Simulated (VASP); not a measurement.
Data:

```
TaS2
1.0
    3.32046     0.00000     0.00000
   -1.66023     2.87560     0.00000
    0.00000     0.00000     5.96745
Ta S
1 2
Direct
  0.00000   0.00000   0.00000
  0.33333   0.66667   0.25816
  0.66667   0.33333   0.74184
```

These are PBEsol GGA, VASP's PBE PAW potentials (set 64) (plane waves; VASP 6.6.1) values and carry that method's errors. Numerical set-up: 400 eV cut-off, Gaussian smearing of 0.050 eV, potentials Ta_pv S.

Without a dispersion term in the relaxation, distances and binding between the weakly bound layers, chains or molecules are unreliable, and so is what depends on them. Unless said otherwise, spin-orbit coupling is left out, though it shifts the bands of the heavy elements here.

Question: Estimate the band gap (along the path) with the smallest direct gap where there is one.

Answer: 
```json
{
 "band gap (along the path)": "none (metal, semimetal or under 0.01 eV)"
}
```

Total energies compare only between runs with the same potentials, cut-off and functional.

The structure was generated: TaS2 was put into the CdI2 type (P-3m1), which need not be its known phase. It was relaxed first, which changed the volume by -12 %. The electron count is odd and the run is not spin-polarised, which forces a metal.
